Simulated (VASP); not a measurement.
# NiSb (Breithauptite) with AM05 + U: from relaxation to properties, part 3 of 11

Aim: relax NiSb (Breithauptite), then compute properties on the relaxed cell. The start is a cell from a database of measured crystal structures.

VASP 6.6.1, plane waves and PAW; the level of theory is named at each step.

Still holding for the runs below: The k-mesh is coarse for a metal. A U on the itinerant d states of such a compound is hard to justify; it moves the bands at the Fermi level.

So far. Step 2 (Magnetic start: ferromagnetic): The moments fall under 0.1 μB, and the mesh shows no gap. Step 3 (Magnetic start: antiferromagnetic within the cell): The energy lies -0.0 meV an atom from the first pattern, and both runs end without moments, so a difference comes from cell, mesh or thresholds alone. The moments fall under 0.1 μB, and the mesh shows no gap.

The database entry behind the starting cell differs from later determinations by our own check (c about 0.3 % short), so it need not match the best structure at ambient conditions.

### 4. Magnetic start: antiferromagnetic, q = (0, 0, 1/2)

Level of this step: AM05, DFT+U (Ni d 4 eV), spin-polarised from an antiferromagnetic start; plane waves and PAW (Ni, Sb) (VASP).

System of this step: NiSb (Breithauptite). The structure is hexagonal, space group P6_3/mmc (No. 194). Conventional cell: a = 3.928 Å, b = 3.928 Å, c = 5.120 Å, α = 90.00°, β = 90.00°, γ = 120.00°. Nearest to Ni lie 2 Ni at 2.56 Å and 6 Sb at 2.60 Å. Nearest to Sb lie 6 Ni at 2.60 Å. Farther neighbours are not listed.

Next, a pattern with opposite moments, which needs a doubled cell; q is given in the reciprocal vectors of the primitive cell.

Input file INCAR:

```
SYSTEM = NiSb
PREC = Accurate
ENCUT = 400
EDIFF = 1E-06
NELM = 100
ISMEAR = 0
SIGMA = 0.05
LREAL = .FALSE.
ALGO = Normal
GGA = AM
NBANDS = 42
ISPIN = 2
MAGMOM = 1 -1 1 -1 0 0 0 0
LDAU = .TRUE.
LDAUTYPE = 2
LDAUL = 2 -1
LDAUU = 4 0
LDAUJ = 0 0
LDAUPRINT = 1
LASPH = .TRUE.
LMAXMIX = 4
LORBIT = 11
LWAVE = .FALSE.
LCHARG = .FALSE.
KPAR = 8
ISIF = 2
```

Input file POSCAR:

```
NiSb
1.0
    3.9280000000      0.0000000000      0.0000000000
   -1.9640000000      3.4017477861      0.0000000000
    0.0000000000      0.0000000000     10.2400000000
Ni Sb
4 4
Direct
    0.0000000000      0.0000000000      0.0000000000
    0.0000000000      0.0000000000      0.5000000000
    0.0000000000      0.0000000000      0.2500000000
    0.0000000000      0.0000000000      0.7500000000
    0.3333333333      0.6666666667      0.1250000000
    0.3333333333      0.6666666667      0.6250000000
    0.6666666667      0.3333333333      0.3750000000
    0.6666666667      0.3333333333      0.8750000000
```

Input file KPOINTS:

```
Automatic mesh
0
Gamma
7 7 3
0 0 0
```

PAW data sets: Ni and Sb (PBE family, release 64).

The run is started by

```bash
mpirun -np 8 vasp_std
```

The program printed:

```text
[banner, memory and clock lines left out]
running    8 mpi-ranks, on    1 nodes
 distrk:  each k-point on    1 cores,    8 groups
 distr:  one band on    1 cores,    1 groups

 POSCAR found type information on POSCAR NiSb
 POSCAR found :  2 types and       8 ions
 [... a notice as in an earlier step ...]

 [... a notice as in an earlier step ...]

 LDA part: xc-table for (Slater+PW92), standard interpolation
 POSCAR, INCAR and KPOINTS ok, starting setup
 FFT: planning ... GRIDC
 FFT: planning ... GRID_SOFT
 FFT: planning ... GRID
 WAVECAR not read
 entering main loop
       N       E                     dE             d eps       ncg     rms          rms(c)
DAV:   1     0.370892106146E+03    0.37089E+03   -0.20550E+04  2688   0.122E+03
DAV:   2    -0.542320704660E+01   -0.37632E+03   -0.36118E+03  2730   0.300E+02
DAV:   3    -0.336878448861E+02   -0.28265E+02   -0.27417E+02  3080   0.106E+02
DAV:   4    -0.343816637243E+02   -0.69382E+00   -0.69059E+00  3074   0.157E+01
DAV:   5    -0.344014761129E+02   -0.19812E-01   -0.19809E-01  3716   0.259E+00    0.157E+01
DAV:   6    -0.358580185503E+02   -0.14565E+01   -0.19450E+01  2994   0.593E+01    0.131E+01
DAV:   7    -0.337041592002E+02    0.21539E+01   -0.94066E+00  3126   0.491E+01    0.620E+00
DAV:   8    -0.336684862212E+02    0.35673E-01   -0.14652E+00  3854   0.979E+00    0.256E+00
DAV:   9    -0.336755818210E+02   -0.70956E-02   -0.41420E-01  3174   0.763E+00    0.872E-01
DAV:  10    -0.336928733763E+02   -0.17292E-01   -0.49837E-02  3390   0.276E+00    0.446E-01
DAV:  11    -0.337001266343E+02   -0.72533E-02   -0.17496E-02  3498   0.148E+00    0.336E-01
DAV:  12    -0.337001098720E+02    0.16762E-04   -0.37363E-03  3254   0.804E-01    0.123E-01
DAV:  13    -0.337001618899E+02   -0.52018E-04   -0.38822E-04  3570   0.177E-01    0.643E-02
DAV:  14    -0.337001899858E+02   -0.28096E-04   -0.33235E-05  3278   0.540E-02    0.459E-02
DAV:  15    -0.337002008155E+02   -0.10830E-04   -0.20689E-05  3634   0.424E-02    0.171E-02
DAV:  16    -0.337002015296E+02   -0.71417E-06   -0.13564E-05  3302   0.415E-02    0.790E-03
DAV:  17    -0.337002016307E+02   -0.10107E-06   -0.20428E-06  1944   0.154E-02
   1 F= -.33700202E+02 E0= -.33697359E+02  d E =-.568564E-02  mag=    -0.0000
```

Run time: 43 s. Hardware: 8 MPI ranks of AMD EPYC 7R43, shared host; peak memory 2.3 GiB; 5.5 min of CPU time.

From OUTCAR (step 4):

```text
  LATTYP: Found a hexagonal cell.
 ALAT       =     3.9280000000
 C/A-ratio  =     2.6069246436

 Found     16 irreducible k-points:

   k-points           NKPTS =     16   k-points in BZ     NKDIM =     16   number of bands    NBANDS=     42

   dimension x,y,z NGX =    28 NGY =   28 NGZ =   70
   dimension x,y,z NGXF=    56 NGYF=   56 NGZF=  140

   ENCUT  =  400.0 eV  29.40 Ry    5.42 a.u.   6.41  6.41 16.70*2*pi/ulx,y,z

   NELECT =      60.0000    total number of electrons

atom =   1  type =  1  l = 2

 onsite density matrix

spin component  1

  0.8690 -0.0000 -0.0000  0.0480  0.0000
 -0.0000  0.8643  0.0000  0.0000  0.0480
 -0.0000  0.0000  0.8839  0.0000  0.0000
  0.0480  0.0000  0.0000  0.8643  0.0000
  0.0000  0.0480  0.0000  0.0000  0.8690

spin component  2

  0.8690 -0.0000 -0.0000  0.0481  0.0000
 -0.0000  0.8643  0.0000  0.0000  0.0481
 -0.0000  0.0000  0.8839  0.0000  0.0000
  0.0481  0.0000  0.0000  0.8643  0.0000
  0.0000  0.0481  0.0000  0.0000  0.8690

 occupancies and eigenvectors

  o =  0.8185  v =  0.0000  0.0000  0.0000  0.0000  0.0000 -0.6898 -0.0000 -0.0000  0.7240  0.0000      0.0000  0.0000  0.0000  0.0000  0.0000  0.0000  0.0000  0.0000  0.0000  0.0000
  o =  0.8185  v =  0.0000  0.0000  0.0000  0.0000  0.0000 -0.0000  0.7240  0.0000  0.0000 -0.6898      0.0000  0.0000  0.0000  0.0000  0.0000  0.0000  0.0000  0.0000  0.0000  0.0000
  o =  0.8186  v =  0.6898  0.0000  0.0000 -0.7240 -0.0000  0.0000  0.0000  0.0000  0.0000  0.0000      0.0000  0.0000  0.0000  0.0000  0.0000  0.0000  0.0000  0.0000  0.0000  0.0000
  o =  0.8186  v =  0.0000  0.7240  0.0000  0.0000 -0.6898  0.0000  0.0000  0.0000  0.0000  0.0000      0.0000  0.0000  0.0000  0.0000  0.0000  0.0000  0.0000  0.0000  0.0000  0.0000
  o =  0.8839  v =  0.0000 -0.0000  1.0000  0.0000 -0.0000  0.0000  0.0000  0.0000  0.0000  0.0000      0.0000  0.0000  0.0000  0.0000  0.0000  0.0000  0.0000  0.0000  0.0000  0.0000
  o =  0.8839  v =  0.0000  0.0000  0.0000  0.0000  0.0000  0.0000 -0.0000  1.0000  0.0000 -0.0000      0.0000  0.0000  0.0000  0.0000  0.0000  0.0000  0.0000  0.0000  0.0000  0.0000
  o =  0.9148  v =  0.0000  0.0000  0.0000  0.0000  0.0000  0.7240 -0.0000 -0.0000  0.6898 -0.0000      0.0000  0.0000  0.0000  0.0000  0.0000  0.0000  0.0000  0.0000  0.0000  0.0000
  o =  0.9148  v =  0.0000  0.0000  0.0000  0.0000  0.0000  0.0000  0.6898  0.0000  0.0000  0.7240      0.0000  0.0000  0.0000  0.0000  0.0000  0.0000  0.0000  0.0000  0.0000  0.0000
  o =  0.9148  v = -0.7240  0.0000  0.0000 -0.6898 -0.0000  0.0000  0.0000  0.0000  0.0000  0.0000      0.0000  0.0000  0.0000  0.0000  0.0000  0.0000  0.0000  0.0000  0.0000  0.0000
  o =  0.9148  v =  0.0000 -0.6898 -0.0000  0.0000 -0.7240  0.0000  0.0000  0.0000  0.0000  0.0000      0.0000  0.0000  0.0000  0.0000  0.0000  0.0000  0.0000  0.0000  0.0000  0.0000

atom =   2  type =  1  l = 2

 onsite density matrix

spin component  1

  0.8690  0.0000 -0.0000  0.0481  0.0000
  0.0000  0.8643  0.0000  0.0000  0.0481
 -0.0000  0.0000  0.8839  0.0000  0.0000
  0.0481  0.0000  0.0000  0.8643  0.0000
  0.0000  0.0481  0.0000  0.0000  0.8690

spin component  2

  0.8690  0.0000 -0.0000  0.0480  0.0000
  0.0000  0.8643  0.0000  0.0000  0.0480
 -0.0000  0.0000  0.8839  0.0000  0.0000
  0.0480  0.0000  0.0000  0.8643  0.0000
  0.0000  0.0480  0.0000  0.0000  0.8690

 occupancies and eigenvectors

  o =  0.8185  v = -0.6898  0.0000 -0.0000  0.7240  0.0000  0.0000  0.0000  0.0000  0.0000  0.0000      0.0000  0.0000  0.0000  0.0000  0.0000  0.0000  0.0000  0.0000  0.0000  0.0000
  o =  0.8185  v =  0.0000 -0.7240 -0.0000 -0.0000  0.6898  0.0000  0.0000  0.0000  0.0000  0.0000      0.0000  0.0000  0.0000  0.0000  0.0000  0.0000  0.0000  0.0000  0.0000  0.0000
  o =  0.8186  v =  0.0000  0.0000  0.0000  0.0000  0.0000  0.6898 -0.0000 -0.0000 -0.7240  0.0000      0.0000  0.0000  0.0000  0.0000  0.0000  0.0000  0.0000  0.0000  0.0000  0.0000
  o =  0.8186  v =  0.0000  0.0000  0.0000  0.0000  0.0000 -0.0000 -0.7240 -0.0000  0.0000  0.6898      0.0000  0.0000  0.0000  0.0000  0.0000  0.0000  0.0000  0.0000  0.0000  0.0000
  o =  0.8839  v =  0.0000  0.0000  0.0000  0.0000  0.0000  0.0000 -0.0000  1.0000  0.0000 -0.0000      0.0000  0.0000  0.0000  0.0000  0.0000  0.0000  0.0000  0.0000  0.0000  0.0000
  o =  0.8839  v =  0.0000  0.0000 -1.0000 -0.0000  0.0000  0.0000  0.0000  0.0000  0.0000  0.0000      0.0000  0.0000  0.0000  0.0000  0.0000  0.0000  0.0000  0.0000  0.0000  0.0000
  o =  0.9148  v = -0.7240  0.0000  0.0000 -0.6898 -0.0000  0.0000  0.0000  0.0000  0.0000  0.0000      0.0000  0.0000  0.0000  0.0000  0.0000  0.0000  0.0000  0.0000  0.0000  0.0000
  o =  0.9148  v =  0.0000 -0.6898 -0.0000  0.0000 -0.7240  0.0000  0.0000  0.0000  0.0000  0.0000      0.0000  0.0000  0.0000  0.0000  0.0000  0.0000  0.0000  0.0000  0.0000  0.0000
  o =  0.9148  v =  0.0000  0.0000  0.0000  0.0000  0.0000  0.7240  0.0000  0.0000  0.6898  0.0000      0.0000  0.0000  0.0000  0.0000  0.0000  0.0000  0.0000  0.0000  0.0000  0.0000
  o =  0.9148  v =  0.0000  0.0000  0.0000  0.0000  0.0000 -0.0000  0.6898  0.0000 -0.0000  0.7240      0.0000  0.0000  0.0000  0.0000  0.0000  0.0000  0.0000  0.0000  0.0000  0.0000

atom =   3  type =  1  l = 2

 onsite density matrix

spin component  1

  0.8690  0.0000 -0.0000 -0.0480  0.0000
[...]
o =  0.8186  v =  0.0000  0.0000  0.0000  0.0000  0.0000 -0.6898  0.0000 -0.0000 -0.7240  0.0000      0.0000  0.0000  0.0000  0.0000  0.0000  0.0000  0.0000  0.0000  0.0000  0.0000
  o =  0.8186  v =  0.0000  0.0000  0.0000  0.0000  0.0000  0.0000 -0.7240  0.0000 -0.0000 -0.6898      0.0000  0.0000  0.0000  0.0000  0.0000  0.0000  0.0000  0.0000  0.0000  0.0000
  o =  0.8839  v =  0.0000  0.0000  0.0000  0.0000  0.0000  0.0000  0.0000  1.0000 -0.0000 -0.0000      0.0000  0.0000  0.0000  0.0000  0.0000  0.0000  0.0000  0.0000  0.0000  0.0000
  o =  0.8839  v = -0.0000 -0.0000 -1.0000  0.0000  0.0000  0.0000  0.0000  0.0000  0.0000  0.0000      0.0000  0.0000  0.0000  0.0000  0.0000  0.0000  0.0000  0.0000  0.0000  0.0000
  o =  0.9148  v =  0.7240  0.0000 -0.0000 -0.6898 -0.0000  0.0000  0.0000  0.0000  0.0000  0.0000      0.0000  0.0000  0.0000  0.0000  0.0000  0.0000  0.0000  0.0000  0.0000  0.0000
  o =  0.9148  v =  0.0000 -0.6898  0.0000 -0.0000  0.7240  0.0000  0.0000  0.0000  0.0000  0.0000      0.0000  0.0000  0.0000  0.0000  0.0000  0.0000  0.0000  0.0000  0.0000  0.0000
  o =  0.9148  v =  0.0000  0.0000  0.0000  0.0000  0.0000 -0.7240  0.0000  0.0000  0.6898 -0.0000      0.0000  0.0000  0.0000  0.0000  0.0000  0.0000  0.0000  0.0000  0.0000  0.0000
  o =  0.9148  v =  0.0000  0.0000  0.0000  0.0000  0.0000  0.0000 -0.6898  0.0000  0.0000  0.7240      0.0000  0.0000  0.0000  0.0000  0.0000  0.0000  0.0000  0.0000  0.0000  0.0000

 E-fermi :   9.6695

 spin component 1
 k-point     1 :       0.0000    0.0000    0.0000
  band No.  band energies     occupation
    ...
     21       7.1751      1.00000
     22       7.1751      1.00000
     23       7.9772      1.00000
     24       7.9773      1.00000
     25       9.3311      1.00000
     26      10.0072      0.00000
     27      10.0072      0.00000
     28      10.5224      0.00000
     29      10.5224      0.00000
     30      11.8501      0.00000
    ...

 k-point     2 :       0.1429   -0.0000    0.0000
  band No.  band energies     occupation
    ...
     23       7.9487      1.00000
     24       7.9772      1.00000
     25       8.9030      1.00000
     26       9.2500      1.00000
     27       9.6394      0.80264
     28       9.8087      0.00004
     29       9.8087      0.00004
     30      11.0367      0.00000
     31      11.0367      0.00000
     32      11.3112      0.00000
    ...

 k-point     3 :       0.2857   -0.0000    0.0000
  band No.  band energies     occupation
    ...
     25       7.9770      1.00000
     26       8.4290      1.00000
     27       8.5409      1.00000
     28       8.5409      1.00000
     29       8.9161      1.00000
     30      10.2884      0.00000
     31      10.4857      0.00000
     32      10.4857      0.00000
     33      11.1567      0.00000
     34      11.1567      0.00000
    ...

 k-point     4 :       0.4286    0.0000    0.0000
  band No.  band energies     occupation
    ...
     26       7.6546      1.00000
     27       7.8575      1.00000
     28       7.9769      1.00000
     29       8.0792      1.00000
     30       9.3710      1.00000
     31       9.9758      0.00000
     32       9.9758      0.00000
     33      10.8823      0.00000
     34      11.4050      0.00000
     35      11.4050      0.00000
    ...

  Total       -5.5008577     -5.5008577     -5.6251354      0.0000000      0.0000000      0.0000000
  in kB      -64.4120979    -64.4120979    -65.8673238      0.0000000      0.0000000      0.0000000
  external PRESSURE =     -64.8971732 kB  Pullay stress =       0.0000000 kB

  energy-cutoff  :      400.00
  volume of cell :      136.83
      direct lattice vectors                 reciprocal lattice vectors
     3.928000000  0.000000000  0.000000000     0.254582485  0.146983266  0.000000000
    -1.964000000  3.401747786  0.000000000     0.000000000  0.293966532  0.000000000
     0.000000000  0.000000000 10.240000000     0.000000000  0.000000000  0.097656250

 POSITION                                       TOTAL-FORCE (eV/Angst)
 -----------------------------------------------------------------------------------
      0.00000      0.00000      0.00000         0.000000     -0.000000     -0.000004
      0.00000      0.00000      5.12000         0.000000     -0.000000     -0.000004
      0.00000      0.00000      2.56000         0.000000     -0.000000      0.000004
      0.00000      0.00000      7.68000         0.000000     -0.000000      0.000004
     -0.00000      2.26783      1.28000        -0.000000      0.000000      0.000000
     -0.00000      2.26783      6.40000        -0.000000      0.000000      0.000000
      1.96400      1.13392      3.84000         0.000000     -0.000000      0.000000
      1.96400      1.13392      8.96000         0.000000      0.000000      0.000000
 -----------------------------------------------------------------------------------
    total drift:                                0.000000     -0.000000      0.000000

  FREE ENERGIE OF THE ION-ELECTRON SYSTEM (eV)
  ---------------------------------------------------
  free  energy   TOTEN  =       -33.7002016307 eV

  energy  without entropy=      -33.6945159885  energy(sigma->0) =      -33.69735881

 total charge
# of ion       s       p       d       tot
------------------------------------------
    1        0.429   0.458   8.668   9.554
    2        0.429   0.458   8.668   9.554
    3        0.429   0.458   8.668   9.554
    4        0.429   0.458   8.668   9.554
    5        1.134   1.197   0.070   2.401
    6        1.134   1.197   0.070   2.401
    7        1.134   1.197   0.070   2.401
    8        1.134   1.197   0.070   2.401
--------------------------------------------------
tot          6.252   6.620  34.949  47.821

 magnetization (x)
# of ion       s       p       d       tot
------------------------------------------
    1        0.000   0.000   0.000   0.000
    2       -0.000  -0.000  -0.000  -0.000
    3        0.000   0.000   0.000   0.000
    4       -0.000  -0.000  -0.000  -0.000
    5       -0.000  -0.000   0.000  -0.000
    6        0.000   0.000  -0.000   0.000
    7        0.000   0.000   0.000   0.000
    8        0.000   0.000   0.000   0.000
--------------------------------------------------
tot          0.000   0.000   0.000   0.000

[... 2 parts as in an earlier step ...]

[... 6 further parts left out ...]
```

At this level the cell is under a tension of 6.5 GPa, so at these settings it is away from equilibrium.

Numbers from this step:

| Property | Result |
| --- | --- |
| SCF cycles | 17 |
| electrons | 60 |
| bands | 42 |
| irreducible k-points | 16 |
| symmetry operations | 12 |
| free energy (TOTEN) | -33.70 eV |
| energy at zero smearing | -33.70 eV |
| Fermi energy | 9.669 eV |
| pressure | -6.490 GPa |

The spin moment in the PAW sphere vanishes on all atoms.

The energy lies +5.4 meV an atom from the first pattern, and both runs end without moments, so a difference comes from cell, mesh or thresholds alone. The moments fall under 0.1 μB, and the mesh shows no gap.

[end of part 3 of 11]

[Lines on the potential files, build, host, timing and source positions are cut from VASP's logs without a mark.]

[Logs are printed without paths, hosts, clocks, repeated set-up lines and the standing remarks that a program may print on its own settings, such as how far it seeks lower states.]

[Hosts, paths, dates, database ids (printed as entryN), source tags and the programs' standing remarks are cut or masked in the printed files.]

[A measured line is paired with the nearest computed mode of its activity, which favours agreement.]

[In band tables of VASP the shares of atoms and orbitals are scaled to a sum of 1 inside the atoms' spheres.]
